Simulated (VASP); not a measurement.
Given:

```
CELL_PARAMETERS angstrom
      1.65104    -2.85968     0.00000
      1.65104     2.85968     0.00000
      0.00000     0.00000    13.07068
ATOMIC_POSITIONS crystal
  W  0.33333 0.66667 0.25000
  W  0.66667 0.33333 0.75000
  Se 0.33333 0.66667 0.87912
  Se 0.66667 0.33333 0.37912
  Se 0.66667 0.33333 0.12088
  Se 0.33333 0.66667 0.62088
```

Computed with rev-vdW-DF2, VASP's PBE PAW potentials (set 64) (plane waves; VASP). Settings: 520 eV cut-off, Gaussian smearing of 0.050 eV, potentials W_sv Se.

Unless said otherwise, spin-orbit coupling is left out, though it shifts the bands of the heavy elements here.

**Question.** Give the energies of bands 17 to 30 at the high-symmetry points, in eV from the valence-band maximum.

**Answer.** 
```
band      Γ      M      K      A      L      H
----  -----  -----  -----  -----  -----  -----
17    -2.56  -4.77  -4.73  -2.56  -4.37  -4.58
18    -2.55  -4.08  -4.45  -2.56  -4.37  -4.58
19    -2.55  -3.25  -3.96  -2.56  -3.21  -4.22
20    -1.47  -3.15  -3.96  -2.56  -3.21  -4.22
21    -1.47  -2.58  -3.74  -1.45  -2.50  -3.33
22    -1.42  -2.36  -3.74  -1.45  -2.50  -3.33
23    -1.42  -1.36  -2.50  -1.45  -1.27  -2.67
24    -1.08  -1.29  -2.50  -1.45  -1.27  -2.67
25    -1.05  -1.22  -0.42  -0.21  -1.16  -0.32
26     0.00  -1.04  -0.18  -0.21  -1.16  -0.32
27     2.63   2.10   1.34   2.63   2.12   1.34
28     2.64   2.14   1.34   2.63   2.12   1.34
29     2.68   2.27   1.86   2.63   2.47   2.39
30     2.69   2.61   3.02   2.64   2.47   2.39
```

The gap is indirect, 0.93 eV, from the valence maximum at Γ to the conduction minimum at K-Γ at 0.44.

The compound is WSe2 in the 2H layered structure. It was relaxed first.
